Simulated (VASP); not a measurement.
Input:

```
V
1.0
    2.56187     0.00000     0.00000
    0.00000     4.18352     0.00000
    0.00000     0.00000    24.30597
V
8
Direct
  0.33333   0.75000   0.32610
  0.66667   0.25000   0.37578
  0.00000   0.75000   0.42547
  0.33333   0.25000   0.47516
  0.66667   0.75000   0.52484
  0.00000   0.25000   0.57453
  0.33333   0.75000   0.62422
  0.66667   0.25000   0.67390
```

Level of theory: PBEsol GGA, VASP's PBE PAW potentials (set 64) (plane waves; VASP). Settings: PREC = Normal, EDIFF = 1E-5, 400 eV cut-off, 11×7×1 Γ-centred mesh, first-order Methfessel-Paxton smearing of 0.10 eV, potentials V_sv.

Q: The ions are relaxed. Predict the relaxed structure.

A: 
```
V
1.0
    2.56187     0.00000     0.00000
    0.00000     4.18352     0.00000
    0.00000     0.00000    24.30597
V
8
Cartesian
  0.68085   3.13764   8.13299
  1.67368   1.04588   9.16164
  2.50498   3.13764  10.33551
  0.81108   1.04588  11.59727
  1.75079   3.13764  12.70870
  0.05690   1.04588  13.97046
  0.88820   3.13764  15.14433
  1.88102   1.04588  16.17298
```

Q: How much energy does the relaxation gain?

A: The energy (σ→0) changes by -30.6 meV/atom, in 20 ionic steps.

```tsv
step	E(σ→0) (eV)	max force (eV/Å)	pressure (GPa)	volume (Å³)
1	-72.8559	0.967	-3.86	260.50
2	-72.9855	0.660	-3.42	260.50
3	-73.0518	0.213	-2.70	260.50
4	-73.0518	0.225	-2.64	260.50
5	-73.0636	0.155	-2.46	260.50
6	-73.0730	0.123	-2.20	260.50
7	-73.0737	0.137	-2.09	260.50
8	-73.0825	0.085	-1.93	260.50
9	-73.0866	0.065	-1.82	260.50
10	-73.0868	0.116	-1.57	260.50
11	-73.0881	0.072	-1.73	260.50
12	-73.0901	0.057	-1.60	260.50
13	-73.0904	0.063	-1.51	260.50
14	-73.0922	0.050	-1.47	260.50
15	-73.0942	0.072	-1.36	260.50
16	-73.0961	0.064	-1.34	260.50
17	-73.0997	0.067	-1.25	260.50
18	-73.1002	0.071	-1.20	260.50
19	-73.1008	0.031	-1.16	260.50
20	-73.1008	0.030	-1.16	260.50
```

The cell is a thin slab with vacuum, built from V (bcc): (211) face. The run is not spin-polarised, so no magnetic state was tried.
